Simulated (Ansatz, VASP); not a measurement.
Two plane-wave programs on Ir2Ru

```
Ru Ir
1.0
     2.74101    0.00000    0.00000
    -1.37050    2.37378    0.00000
     0.00000    0.00000   13.17290
Ru Ir
2 4
Direct
  0.66667 0.33333 0.92050
  0.33333 0.66667 0.07950
  0.66667 0.33333 0.24452
  0.66667 0.33333 0.58466
  0.33333 0.66667 0.75548
  0.33333 0.66667 0.41534
```

Alike in both runs: task single point; functional PBE; k mesh 6 × 6 × 2; occupations gaussian, width 0.1 eV; no spin polarisation.

|  | VASP | Ansatz |
| --- | --- | --- |
| version | VASP 6.6.1 | Ansatz 0.2.0 |
| potentials or method | VASP PAW PBE potentials, release 64 (Ru_pv, Ir) | scalar-relativistic, plane waves, PAW |
| plane-wave cutoff (eV) | 520 | 420 |
| valence electrons in the cell | 64 | 100 |

```tsv
	VASP	Ansatz	Ansatz less VASP
gap on the k mesh at the Fermi level (eV)	none	none	-
pressure (GPa)	1.1	0.8	-0.32
largest component of the traceless stress (GPa)	5.48	5.53	+0.046
rms of the force components (eV/Å)	0.047	0.053	+0.0055
```

Atom by atom the forces differ by 0.009 eV/Å (rms over components). A gap of «none» marks a metal or a gap that the smearing closes. With one functional, cell and mesh, what is left measures potentials, basis and numerics. The two sets of potentials don't hold the same shells in valence.

Caveats: the k mesh is coarse (spacing up to 0.44 Å⁻¹), so the values aren't converged. Spin-orbit coupling is left out, which matters for the levels of Ir.
